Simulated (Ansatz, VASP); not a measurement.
# EuDy: VASP beside Ansatz

Wanted: the spread between two codes on one cell, functional and k mesh. The cell is invented: As first built, before any earlier steps moved the atoms: it takes the DyHg structure with some of its atoms replaced by other elements, volume scaled by an estimate. It may not be a known or stable phase. The cell is taken from a series of runs on this material, whose earlier steps may have relaxed or scaled it; both programs get it as it stands.

Main program and level: Ansatz 0.2.0; plane waves, with VASP 6.6.1 beside it; single point at PBE with D4.

In doubt: a part-filled 4f shell, where there is one, can sit in one of many states, so energies may not be the lowest and differences between runs may mislead; derivatives with an open 4f shell can jump between states, which bears on forces and vibrations.

## (1) Starting point

Symmetry: Pm-3m, No. 221, cubic system. The conventional cell has a = 4.097 Å, b = 4.097 Å, c = 4.097 Å, α = 90.00°, β = 90.00°, γ = 90.00°. Dy has 8 Eu at 3.55 Å nearest. Nearest to Eu lie 8 Dy at 3.55 Å. As first built, before any earlier steps moved the atoms: sites of the DyHg structure (space group 221) filled with other elements, volume scaled by an estimate. Farther neighbours are not listed.

## (2) Ansatz: single point, PBE with D4

Ansatz runs on its default PAW (the set named soft_2) files.

With cell and atoms fixed, the geometry can't cause a difference; cores, projectors, grids and the points listed under the comparison can.

Contents of input.yaml:

```yaml
crystal:
  lattice:
    - [4.09701019, 0.0, 0.0]
    - [0.0, 4.09701019, 0.0]
    - [0.0, 0.0, 4.09701019]
  atoms:
    - { symbol: Dy, position: [0.0, 0.0, 0.0], spin: 5.0 }
    - { symbol: Eu, position: [0.5, 0.5, 0.5], spin: -7.0 }
hamiltonian:
  xc: pbe
  pseudopotentials: { kind: paw }
  dispersion: d4
magnetization:
  spin_polarized: true
kpoints:
  mp_grid: { grid: [6, 6, 6] }
scf:
  occupations: { method: fermi_dirac, width: 0.05 }
  n_extra_bands: 12
output:
  forces: true
  stress: true
  eigenvalues: true
```

Launch:

```
> ansatz run input.yaml --threads 4 --pin off --max-ram 9216MiB --backend cpu --events-out ev --progress --plain --runs-dir out
```

Numbers of over 12 decimals in the logs are rounded to 6 here.

The program printed:

```text
scf.n_extra_bands = 12 over 19 filled bands (N_el = 37.0): the run solves 31 bands
Engine: ansatz 0.2.0, aarch64-unknown-linux-gnu
Pseudopotentials: kind: paw
Pseudopotential: Dy, paw, valence charge 20, recommended cutoff 420 eV (normal), Dy.paw.azcp
Pseudopotential: Eu, paw, valence charge 17, recommended cutoff 420 eV (normal), Eu.paw.azcp
Functional definition: PBE
  parameter kappa = 0.804
  parameter beta = 0.066725
  exchange = pbe_x(kappa = kappa, mu = beta*pi^2/3)
  correlation = pbe_c(beta = beta)
Crystal: 2 atoms, lattice volume = 68.770 Å³
Basis set: ecut = 420 eV, 1357 PW (Γ), exchange–correlation on 60×60×60 points (8 copies of the dense FFT grid, shifted against one another)
Bands: 31, of which v1, the nominal top of the filled ones, is band 19 counted from 1 (18 counted from 0)
Symmetry: 48 space group operations
Space group: Pm-3m (ITA 221), of the structure as read, at distance tolerance 4.1e-5 Å
Magnetic group: BNS 221.92 (UNI 1594), of the structure as read, at distance tolerance 4.1e-5 Å
k-points: 20 of 216
Non-local potential: Dy, projectors of the file, l = 0: 3, l = 1: 2, l = 2: 2, l = 3: 3
Non-local potential: Eu, projectors of the file, l = 0: 3, l = 1: 2, l = 2: 2, l = 3: 3
PAW form: soft (Blöchl's): semilocal exchange-correlation on the pseudo side does not see the compensation charge
PAW one-centre angular grid: Dy, 590 points (default); XC on 64 Gauss nodes
PAW one-centre angular grid: Eu, 590 points (default); XC on 64 Gauss nodes
Initial density: superposition of atomic densities (chi_scale 0.1, normalization cell)
Starting moments: Σ|m| = 12 μB on 2 of 2 sites
Initial wavefunctions: pseudopotential atomic-orbital guess
Functional: x = pbe(κ = 0.804, μ = 0.219515), c = pbe(β = 0.066725)
SCF iter   1: F=—  HF=-19372.369560 eV  |F-HF|=—  |Δ(HF+E_count)|=         —  Δρ=1.12e-1 (↑1.69e-2 ↓1.12e-1)  dr2=9.27e0  dr2_m=1.65e0  M=-1.660 μB ∫|m|=10.726 μB  β_m=0.30  ethr=3.10e-3  ⟨swp⟩=5.2  Hψ=4524  notcnv=0
Mixer restart at iter 1: flushing history
preconditioner: auto → Kerker (q_TF=auto, 2.461 Å⁻¹)  [metal: Δε(μ)=0.007 eV  Ē_g=11.148 eV  σ=0.050 eV  W_gap=0.04  n_scr=18 (ndim 8)  ℏωp=25.7 eV  f_vac=0.000  D(μ)=7.42/eV (n_scr^D=92)]
spin=Collinear: Kerker preconditioning applied to the charge; magnetization (m = ρ↑ − ρ↓) channel mixes plain (no charge-response kernel on spin).
SCF iter   2: F=—  HF=-19371.209184 eV  |F-HF|=—  |Δ(HF+E_count)|=    1.16e0  Δρ=9.91e-2 (↑1.38e-2 ↓9.91e-2)  dr2=7.20e0  dr2_m=1.31e0  M=-1.662 μB ∫|m|=10.686 μB  β_m=0.49  ethr=3.10e-3  ⟨swp⟩=3.5  Hψ=3240  notcnv=0  defer=76
SCF iter   3: F=—  HF=-19360.946266 eV  |F-HF|=—  |Δ(HF+E_count)|=    1.03e1  Δρ=6.79e-2 (↑8.61e-3 ↓6.79e-2)  dr2=2.40e0  dr2_m=6.30e-1  M=-1.448 μB ∫|m|=10.614 μB  β_m=0.61  ethr=3.10e-3  ⟨swp⟩=4.2  Hψ=3673  notcnv=0  defer=82
SCF iter   4: F=—  HF=-19335.086023 eV  |F-HF|=—  |Δ(HF+E_count)|=    2.59e1  Δρ=8.44e-2 (↑1.21e-2 ↓8.44e-2)  dr2=8.82e0  dr2_m=1.00e0  M=-1.995 μB ∫|m|=11.342 μB  β_m=0.63  ethr=3.10e-3  ⟨swp⟩=4.1  Hψ=4254  notcnv=0  defer=72  recentre
SCF iter   5: F=—  HF=-19356.926542 eV  |F-HF|=—  |Δ(HF+E_count)|=    2.18e1  Δρ=1.73e-2 (↑4.25e-3 ↓1.73e-2)  dr2=3.14e-1  dr2_m=3.62e-2  M=-1.839 μB ∫|m|=11.004 μB  β_m=0.76  ethr=3.10e-3  ⟨swp⟩=4.0  Hψ=3774  notcnv=0  defer=87
SCF iter   6: F=—  HF=-19358.416076 eV  |F-HF|=—  |Δ(HF+E_count)|=    1.49e0  Δρ=1.21e-2 (↑3.24e-3 ↓1.21e-2)  dr2=6.46e-2  dr2_m=2.43e-2  M=-2.101 μB ∫|m|=11.269 μB  β_m=0.88  ethr=8.50e-4  ⟨swp⟩=2.9  Hψ=2633  notcnv=0  defer=82
SCF iter   7: F=—  HF=-19360.934960 eV  |F-HF|=—  |Δ(HF+E_count)|=    2.52e0  Δρ=9.62e-2 (↑6.28e-3 ↓9.62e-2)  dr2=4.62e0  dr2_m=1.50e0  M=-2.705 μB ∫|m|=11.868 μB  β_m=0.62  ethr=1.75e-4  ⟨swp⟩=3.4  Hψ=3476  notcnv=0  defer=84  recentre
SCF iter   8: F=—  HF=-19354.215761 eV  |F-HF|=—  |Δ(HF+E_count)|=    6.72e0  Δρ=7.32e-2 (↑5.27e-3 ↓7.32e-2)  dr2=2.59e0  dr2_m=8.64e-1  M=-2.426 μB ∫|m|=11.647 μB  β_m=0.16  ethr=1.75e-4  ⟨swp⟩=4.7  Hψ=4368  notcnv=0  defer=94
SCF iter   9: F=—  HF=-19350.627963 eV  |F-HF|=—  |Δ(HF+E_count)|=    3.59e0  Δρ=6.95e-2 (↑5.62e-3 ↓6.95e-2)  dr2=2.46e0  dr2_m=7.67e-1  M=-2.320 μB ∫|m|=11.570 μB  β_m=0.24  ethr=1.75e-4  ⟨swp⟩=3.4  Hψ=3354  notcnv=0  defer=94
[...]
SCF 2 converged in 42 iterations: F = -19372.133302 eV  dr2 = 1.32e-9
an SCF from the atoms in a lower order of the open shells, with 40 of the crystal's symmetry operations given up (52 k-points in place of 20), reached no lower state that the run goes on to. This is no proof of a minimum
Symmetry: 24 space group operations
k-points: 24 of 216
Initial density: read from a saved state, or passed on in memory by an earlier SCF of this step, an earlier step, the calling program or the single point that the run made first
Starting moments: Σ|m| = 12 μB on 2 of 2 sites; this step starts from the density that it was given
[...]
preconditioner: auto → Kerker (q_TF=auto, 2.461 Å⁻¹)  [metal: Δε(μ)=0.021 eV  Ē_g=11.043 eV  σ=0.050 eV  W_gap=0.10  n_scr=18 (ndim 8)  ℏωp=25.7 eV  f_vac=0.000  D(μ)=7.41/eV (n_scr^D=92)]
spin=Collinear: Kerker preconditioning applied to the charge; magnetization (m = ρ↑ − ρ↓) channel mixes plain (no charge-response kernel on spin).
SCF iter   2: F=—  HF=-19372.184247 eV  |F-HF|=—  |Δ(HF+E_count)|=   1.21e-2  Δρ=1.50e-3 (↑1.95e-4 ↓1.50e-3)  dr2=1.71e-3  dr2_m=3.48e-4  M=-2.484 μB ∫|m|=11.624 μB  ethr=2.70e-6  ⟨swp⟩=1.7  Hψ=7094  notcnv=0
SCF iter   3: F=—  HF=-19372.184623 eV  |F-HF|=—  |Δ(HF+E_count)|=   3.77e-4  Δρ=1.71e-3 (↑5.88e-5 ↓1.71e-3)  dr2=2.36e-3  dr2_m=4.38e-4  M=-2.492 μB ∫|m|=11.652 μB  ethr=2.70e-6  ⟨swp⟩=1.0  Hψ=3503  notcnv=0
SCF iter   4: F=—  HF=-19372.184608 eV  |F-HF|=—  |Δ(HF+E_count)|=   1.57e-5  Δρ=1.89e-4 (↑2.17e-5 ↓1.89e-4)  dr2=2.03e-5  dr2_m=5.30e-6  M=-2.494 μB ∫|m|=11.633 μB  ethr=2.70e-6  ⟨swp⟩=1.3  Hψ=3196  notcnv=0
SCF iter   5: F=—  HF=-19372.184608 eV  |F-HF|=—  |Δ(HF+E_count)|=   2.23e-7  Δρ=4.16e-5 (↑4.54e-6 ↓4.16e-5)  dr2=9.45e-7  dr2_m=2.68e-7  M=-2.493 μB ∫|m|=11.633 μB  ethr=1.17e-7  ⟨swp⟩=1.0  Hψ=3170  notcnv=0
SCF iter   6: F=-19372.184608 eV  HF=-19372.184608 eV  |F-HF|=9.63e-9  |Δ(HF+E_count)|=   5.28e-8  Δρ=2.86e-6 (↑7.43e-7 ↓2.86e-6)  dr2=7.84e-9  dr2_m=1.13e-9  M=-2.492 μB ∫|m|=11.634 μB  ethr=2.70e-10  ⟨swp⟩=1.8  Hψ=3379  notcnv=0
SCF iter   7: F=-19372.184608 eV  HF=-19372.184608 eV  |F-HF|=9.85e-9  |Δ(HF+E_count)|=  1.31e-10  Δρ=2.85e-6 (↑7.94e-7 ↓2.85e-6)  dr2=7.94e-9  dr2_m=1.10e-9  M=-2.492 μB ∫|m|=11.634 μB  ethr=2.12e-11  ⟨swp⟩=2.0  Hψ=4342  notcnv=0
SCF 3 converged in 7 iterations: F = -19372.184608 eV  dr2 = 7.94e-9
Initial wavefunctions: those read from a saved state, or passed on in memory by an earlier step or the calling program
iter 1 solved again at ethr=2.15e-11 eV; its pass at ethr=3.10e-3 eV (dr2=7.94e-9 eV) is discarded
SCF iter   1: F=—  HF=-19372.184608 eV  |F-HF|=—  |Δ(HF+E_count)|=         —  Δρ=2.85e-6 (↑7.83e-7 ↓2.85e-6)  dr2=7.92e-9  dr2_m=1.11e-9  M=-2.492 μB ∫|m|=11.634 μB  β_m=0.30  ethr=2.15e-11  ⟨swp⟩=1.8  Hψ=5582  notcnv=0
preconditioner: auto → Kerker (q_TF=auto, 2.461 Å⁻¹)  [metal: Δε(μ)=0.044 eV  Ē_g=11.031 eV  σ=0.050 eV  W_gap=0.21  n_scr=18 (ndim 8)  ℏωp=25.7 eV  f_vac=0.000  D(μ)=7.46/eV (n_scr^D=92)]
spin=Collinear: Kerker preconditioning applied to the charge; magnetization (m = ρ↑ − ρ↓) channel mixes plain (no charge-response kernel on spin).
SCF iter   2: F=—  HF=-19372.184608 eV  |F-HF|=—  |Δ(HF+E_count)|=   6.29e-9  Δρ=1.88e-5 (↑1.32e-6 ↓1.88e-5)  dr2=2.21e-7  dr2_m=5.59e-8  M=-2.492 μB ∫|m|=11.633 μB  β_m=0.18  ethr=2.14e-11  ⟨swp⟩=4.8  Hψ=4217  notcnv=0  recentre
SCF iter   3: F=-19372.184608 eV  HF=-19372.184608 eV  |F-HF|=6.73e-10  |Δ(HF+E_count)|=   6.52e-9  Δρ=2.02e-6 (↑6.01e-7 ↓2.02e-6)  dr2=1.24e-9  dr2_m=9.86e-10  M=-2.492 μB ∫|m|=11.634 μB  ethr=2.14e-11  ⟨swp⟩=2.0  Hψ=3880  notcnv=0
SCF 4 converged in 3 iterations: F = -19372.184608 eV  dr2 = 1.24e-9
WARN: this result may not be the lowest state: an order of the open f orbitals that the run's symmetry does not keep was read 27 meV under it, and no SCF in that order closed lower: a run with crystal.symmetry.detect: false, where this input can take that key, can end lower in a fresh run directory
SCF converged after 3 iterations
Stability not told: the lowest value that the SCF's own minimisation read on its close, 1.2e-1 (residual 1.6e-7), is positive but too near zero to vouch for directions that it does not look along: no lower mode is shown, and none is ruled out
Magnetization: -2.4923 μB (17.2538 up, 19.7462 down)
Absolute magnetization: 11.6320 μB (∫|ρ↑−ρ↓|, with the PAW one-centre terms)
Spin contamination: 4.5708 ħ² per cell (⟨S²⟩ above its minimum at these occupations)
Per-site moments (μB) at R_I (Å): [(4.548986, 1.463597), (-6.845896, 1.463597)]
Free energy (F): -19372.184608 eV
Harris-Foulkes:  -19372.184608 eV  (|F-HF|=6.73e-10)
Internal energy: -19372.122294 eV  (E = F + TS)
E sigma→0 (E₀):  -19372.153451 eV
Entropy (-TS):   -0.062314 eV (-31.157 meV/atom)
Fermi energy:    11.397315 eV
--- Per-component energies (eV) ---
  E_band       = -26.956010
  E_kinetic    = 717.013131
  E_local      = -5553.795477  (includes V_loc(G=0)·N_el)
  E_nonlocal   = 1253.696128
  E_hartree    = 2265.506603
  E_xc         = -359.480406
  E_vxc        = -412.174832  (∫ρ·V_xc dr)
  E_paw        = -13300.889563  (= ΣΔE_a)
  E_vpaw       = -562.705762  (= ΣTr[D̂ρ^β])
  E_aug_tail   = -0.000003  (compensation charges beyond the density's cutoff)
  E_ewald      = -4393.716349
  E_disp       = -0.456358  (pairwise vdW)
  E_smearing   = -0.062314  (= −TS)
  E_closure    = 0.000000  (closes the sum)
  Σ components = -19372.184608   (vs F -19372.184608, Δ=0.00e0)
--- Forces (eV/Å), atoms counted from 1 ---
  atom   1  Dy    -0.00000000     0.00000000    -0.00000000
  atom   2  Eu     0.00000000     0.00000000     0.00000000
  max |Σ_I F_I| component: 1.14e-29 eV/Å
--- Stress (GPa, compression-positive) ---
        0.929184       0.000000       0.000000
        0.000000       0.929184       0.000000
        0.000000       0.000000       0.929184
  P = ⅓ Tr σ = 0.9292 GPa (9.292 kbar)
--- Band table (eV; the first three rows and the last of 48) ---
  k-point 0 ↑: bands = [... 15 lower, 8.8418, 10.3261, 10.3261, 13.8585, 13.8585, 13.8585, 15.4871, 15.4871, ... 8 higher]
  k-point 1 ↑: bands = [... 15 lower, 8.8480, 10.5450, 10.5671, 13.7136, 13.7142, 13.9984, 14.9628, 15.3349, ... 8 higher]
  k-point 2 ↑: bands = [... 15 lower, 8.8611, 10.7270, 11.1561, 13.5346, 13.5371, 13.7170, 14.3293, 14.7685, ... 8 higher]
  k-point 23 ↓: bands = [... 15 lower, 11.2979, 11.2979, 11.2979, 11.5280, 11.5280, 11.5280, 11.9459, 11.9459, ... 8 higher]
```

The run ends at a pressure of 0.93 GPa.

(Part 1 of 2 ends here.)

[Lines on the potential files, build, host, timing and source positions are cut from VASP's logs without a mark.]

[Logs are printed without paths, hosts, clocks, repeated set-up lines and the standing remarks that a program may print on its own settings, such as how far it seeks lower states.]

[Hosts, paths, dates, database ids (printed as entryN), source tags and the programs' standing remarks are cut or masked in the printed files.]
